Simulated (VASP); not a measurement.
Input:

```
Pt3Ti
1.0
    3.92799     0.00000     0.00000
    0.00000     3.92799     0.00000
    0.00000     0.00000     3.92799
Ti Pt
1 3
Direct
  0.00000   0.00000   0.00000
  0.00000   0.50000   0.50000
  0.50000   0.00000   0.50000
  0.50000   0.50000   0.00000
```

Method: rev-vdW-DF2, VASP's PBE PAW potentials (set 64) (plane waves; VASP 6.6.1). Numerical set-up: 520 eV cut-off, 9×9×9 Γ-centred mesh, tetrahedra with Blöchl corrections, potentials Ti_sv Pt.

The cores are frozen, which limits the accuracy of field gradients.

### Question
Give the principal components of the electric field gradient (V/Å²) and the asymmetry η at each nucleus.

### Answer

| atom | Vxx | Vyy | Vzz | η |
|---|---|---|---|---|
| Ti1 | 0.0 | 0.0 | 0.0 | - |
| Pt2 | 33.5 | 33.5 | -66.9 | 0.00 |
| Pt3 | 33.5 | 33.5 | -66.9 | 0.00 |
| Pt4 | 33.5 | 33.5 | -66.9 | 0.00 |

The compound is Pt3Ti in the L1_2 structure. It was relaxed first.
